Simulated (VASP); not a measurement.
Output of a VASP run:

File OUTCAR:
```
 ion  position               nearest neighbor table
   1  0.333  0.667  0.250-   2 3.52   2 3.52   2 3.52   2 3.52   2 3.52   2 3.52
   2  0.667  0.333  0.750-   1 3.52   1 3.52   1 3.52   1 3.52   1 3.52   1 3.52
  LATTYP: Found a hexagonal cell.
 ALAT       =     3.6567777323
 C/A-ratio  =     1.5433832625
 Subroutine PRICEL returns:
 Original cell was already a primitive cell.
 Subroutine GETGRP returns: Found 24 space group operations
The static configuration has the point symmetry D_3d.
 The point group associated with its full space group is D_6h.
The dynamic configuration has the point symmetry D_3d.
 Subroutine INISYM returns: Found 24 space group operations
 Subroutine IBZKPT returns following result:
 Found     56 irreducible k-points:

 Following reciprocal coordinates:
            Coordinates               Weight
  0.000000  0.000000  0.000000      1.000000
  0.100000 -0.000000  0.000000      6.000000
  0.200000 -0.000000  0.000000      6.000000
  0.300000 -0.000000  0.000000      6.000000
  0.400000  0.000000  0.000000      6.000000
  0.500000 -0.000000  0.000000      3.000000
  0.100000  0.100000  0.000000      6.000000
  0.200000  0.100000  0.000000     12.000000
  0.300000  0.100000  0.000000     12.000000
  0.400000  0.100000  0.000000     12.000000
  0.200000  0.200000  0.000000      6.000000
  0.300000  0.200000  0.000000     12.000000
  0.400000  0.200000  0.000000      6.000000
  0.300000  0.300000  0.000000      6.000000
  0.000000  0.000000  0.166667      2.000000
  0.100000 -0.000000  0.166667     12.000000
  0.200000 -0.000000  0.166667     12.000000
  0.300000 -0.000000  0.166667     12.000000
  0.400000  0.000000  0.166667     12.000000
  0.500000 -0.000000  0.166667      6.000000
  0.100000  0.100000  0.166667     12.000000
  0.200000  0.100000  0.166667     24.000000
  0.300000  0.100000  0.166667     24.000000
  0.400000  0.100000  0.166667     24.000000
  0.200000  0.200000  0.166667     12.000000
  0.300000  0.200000  0.166667     24.000000
  0.400000  0.200000  0.166667     12.000000
  0.300000  0.300000  0.166667     12.000000
  0.000000  0.000000  0.333333      2.000000
  0.100000 -0.000000  0.333333     12.000000
  0.200000 -0.000000  0.333333     12.000000
  0.300000 -0.000000  0.333333     12.000000
  0.400000  0.000000  0.333333     12.000000
  0.500000 -0.000000  0.333333      6.000000
  0.100000  0.100000  0.333333     12.000000
  0.200000  0.100000  0.333333     24.000000
  0.300000  0.100000  0.333333     24.000000
  0.400000  0.100000  0.333333     24.000000
  0.200000  0.200000  0.333333     12.000000
  0.300000  0.200000  0.333333     24.000000
   k-points           NKPTS =     56   k-points in BZ     NKDIM =     56   number of bands    NBANDS=     15
   number of dos      NEDOS =    301   number of ions     NIONS =      2
   total plane-waves  NPLWV =  31360
   dimension x,y,z NGX =    28 NGY =   28 NGZ =   40
   dimension x,y,z NGXF=    56 NGYF=   56 NGZF=   80
   ions per type =               2
   PREC   = accura    normal or accurate (medium, high low for compatibility)
   ISTART =      0    job   : 0-new  1-cont  2-samecut
   ICHARG =      2    charge: 1-file 2-atom 10-const
   ISPIN  =      1    spin polarized calculation?
   LNONCOLLINEAR =      F non collinear calculations
   LSORBIT =      F    spin-orbit coupling
   INIWAV =      1    electr: 0-lowe 1-rand  2-diag
   ENCUT  =  480.0 eV  35.28 Ry    5.94 a.u.   6.53  6.53 10.08*2*pi/ulx,y,z
   NELM   =    100;   NELMIN=  2; NELMDL= -5     # of ELM steps
   EDIFF  = 0.1E-06   stopping-criterion for ELM
   LREAL  =      F    real-space projection
   NLSPLINE    = F    spline interpolate recip. space projectors
   LMAXMIX     =    4 max onsite mixed and CHGCAR
   VOSKOWN=      0    Vosko Wilk Nusair interpolation
   EDIFFG = -.1E-01   stopping-criterion for IOM
   NSW    =     40    number of steps for IOM
...
```

File OSZICAR:
```
...
DAV:   3    -0.131012625593E+02   -0.71961E+01   -0.71408E+01  3209   0.468E+01
DAV:   4    -0.132587882651E+02   -0.15753E+00   -0.15760E+00  1813   0.765E+00
DAV:   5    -0.132634296290E+02   -0.46414E-02   -0.46412E-02  2511   0.100E+00    0.327E+01
DAV:   6    -0.129368222505E+02    0.32661E+00   -0.43570E-01  1694   0.476E+00    0.204E+01
DAV:   7    -0.128829581138E+02    0.53864E-01   -0.85945E-01  2086   0.617E+00    0.190E+00
DAV:   8    -0.128731281463E+02    0.98300E-02   -0.18054E-01  2002   0.276E+00    0.150E+00
DAV:   9    -0.128718913573E+02    0.12368E-02   -0.43057E-03  2397   0.464E-01    0.446E-01
DAV:  10    -0.128721314509E+02   -0.24009E-03   -0.26098E-03  1708   0.538E-01    0.488E-01
DAV:  11    -0.128719983442E+02    0.13311E-03   -0.25690E-04  1870   0.169E-01    0.540E-02
DAV:  12    -0.128719928010E+02    0.55432E-05   -0.38238E-05  1970   0.603E-02    0.189E-02
DAV:  13    -0.128719942881E+02   -0.14871E-05   -0.58026E-06  1848   0.241E-02    0.101E-03
DAV:  14    -0.128719943706E+02   -0.82503E-07   -0.18535E-07  1896   0.275E-03
   1 F= -.10832326E+02 E0= -.10833542E+02  d E =-.108323E+02
       N       E                     dE             d eps       ncg     rms          rms(c)
DAV:   1    -0.164800959393E+02   -0.36081E+01   -0.82058E+01  2291   0.663E+01    0.144E+01
DAV:   2    -0.132177753198E+02    0.32623E+01   -0.69769E+00  1807   0.203E+01    0.646E+00
DAV:   3    -0.124037248949E+02    0.81405E+00   -0.53124E+00  2606   0.131E+01    0.354E+00
DAV:   4    -0.125572322045E+02   -0.15351E+00   -0.52863E-01  2030   0.379E+00    0.131E+00
DAV:   5    -0.126544049168E+02   -0.97173E-01   -0.32260E-01  2756   0.204E+00    0.824E-01
DAV:   6    -0.126561507668E+02   -0.17459E-02   -0.88084E-03  1751   0.657E-01    0.505E-01
DAV:   7    -0.126653840025E+02   -0.92332E-02   -0.88497E-03  2247   0.707E-01    0.680E-02
DAV:   8    -0.126653850138E+02   -0.10113E-05   -0.90275E-04  2339   0.140E-01    0.596E-02
DAV:   9    -0.126654440486E+02   -0.59035E-04   -0.99167E-05  2198   0.682E-02    0.191E-02
DAV:  10    -0.126654454865E+02   -0.14379E-05   -0.56354E-06  2198   0.193E-02    0.305E-03
DAV:  11    -0.126654458860E+02   -0.39955E-06   -0.54665E-07  1645   0.413E-03    0.812E-04
DAV:  12    -0.126654458459E+02    0.40164E-07   -0.59089E-08  1008   0.154E-03
   2 F= -.10911297E+02 E0= -.10911975E+02  d E =-.789703E-01
       N       E                     dE             d eps       ncg     rms          rms(c)
DAV:   1    -0.131635420641E+02   -0.49810E+00   -0.82199E+00  2321   0.207E+01    0.462E+00
DAV:   2    -0.128378809637E+02    0.32566E+00   -0.11759E+00  2201   0.743E+00    0.232E+00
DAV:   3    -0.127461776315E+02    0.91703E-01   -0.79379E-01  2670   0.484E+00    0.131E+00
DAV:   4    -0.127622975395E+02   -0.16120E-01   -0.51784E-02  1967   0.151E+00    0.649E-01
DAV:   5    -0.127767821104E+02   -0.14485E-01   -0.22226E-02  2844   0.668E-01    0.143E-01
DAV:   6    -0.127786009490E+02   -0.18188E-02   -0.46480E-03  2776   0.319E-01    0.138E-01
DAV:   7    -0.127788345671E+02   -0.23362E-03   -0.37715E-04  1737   0.165E-01    0.342E-02
DAV:   8    -0.127788389495E+02   -0.43824E-05   -0.73859E-05  2897   0.320E-02    0.131E-02
DAV:   9    -0.127788389061E+02    0.43418E-07   -0.50019E-06  2627   0.114E-02    0.233E-03
DAV:  10    -0.127788390868E+02   -0.18067E-06   -0.18020E-07  1416   0.355E-03    0.277E-04
DAV:  11    -0.127788390933E+02   -0.65370E-08   -0.18634E-08   868   0.107E-03
   3 F= -.10936177E+02 E0= -.10936818E+02  d E =-.103851E+00
```

**OUTCAR**
```
------------------------ aborting loop because EDIFF is reached ----------------------------------------
  FORCE on cell =-STRESS in cart. coord.  units (eV):
  Direction    XX          YY          ZZ          XY          YZ          ZX
  --------------------------------------------------------------------------------------
  Total        1.8472017      1.8472020      1.8450046      0.0000000     -0.0000000      0.0000000
  in kB       50.1231932     50.1232020     50.0635761      0.0000000     -0.0000000      0.0000000
  external PRESSURE =       0.1033238 kB  Pullay stress =      50.0000000 kB
  volume of cell :       59.05
      direct lattice vectors                 reciprocal lattice vectors
     1.767511367 -3.061419760  0.000000000     0.282883612 -0.163322915  0.000000000
     1.767511367  3.061419760 -0.000000000     0.282883612  0.163322915  0.000000000
    -0.000000000  0.000000000  5.455958704     0.000000000  0.000000000  0.183285845
 POSITION                                       TOTAL-FORCE (eV/Angst)
 -----------------------------------------------------------------------------------
      1.76751      1.02048      1.36399        -0.000000      0.000000      0.000000
      1.76751     -1.02048      4.09197         0.000000     -0.000000      0.000000
 -----------------------------------------------------------------------------------
    total drift:                               -0.000057      0.000502     -0.000009
  FREE ENERGIE OF THE ION-ELECTRON SYSTEM (eV)
  ---------------------------------------------------
  free  energy   TOTEN  =       -12.7788390933 eV

  energy  without entropy=      -12.7807595941  energy(sigma->0) =      -12.77947926
  enthalpy is  TOTEN    =       -10.9361774802 eV   P V=        1.8426616131

 reached required accuracy - stopping structural energy minimisation
```
(Selected blocks of OUTCAR.)

### POSCAR
```
Y
1
    1.8283887459    -3.1668624816    -0.0000000000
    1.8283887459     3.1668624816    -0.0000000000
    0.0000000000    -0.0000000000     5.6438095468
Y
2
Direct
  0.3333330000   0.6666670000   0.2500000000
  0.6666670000   0.3333330000   0.7500000000
```

Task: Write an INCAR and KPOINTS that could have produced this output.

Result: This is not unique; one that fits is the input of the run itself, PBE GGA, plane waves, VASP's PBE PAW potentials (set 64).

**KPOINTS**
```
Automatic mesh
0
gamma
 10 10 6
0 0 0
```

### INCAR
```
SYSTEM = Y
PREC = Accurate
ENCUT = 480
EDIFF = 1E-7
NELM = 100
ALGO = Normal
LREAL = .FALSE.
LASPH = .TRUE.
ISMEAR = 1
SIGMA = 0.1
GGA = PE
LMAXMIX = 4
LWAVE = .FALSE.
LCHARG = .FALSE.
ISIF = 3
IBRION = 2
NSW = 40
EDIFFG = -0.01
PSTRESS = 50
```

POTCAR, in this order: Y_sv (PBE.64 set). Program: vasp_std.

Energy and stress use the plane-wave basis of the starting cell.

The compound is Y in the hcp structure. This run relaxes it under an external pressure of 5 GPa. Symmetry was kept, so distortions that lower it aren't found.
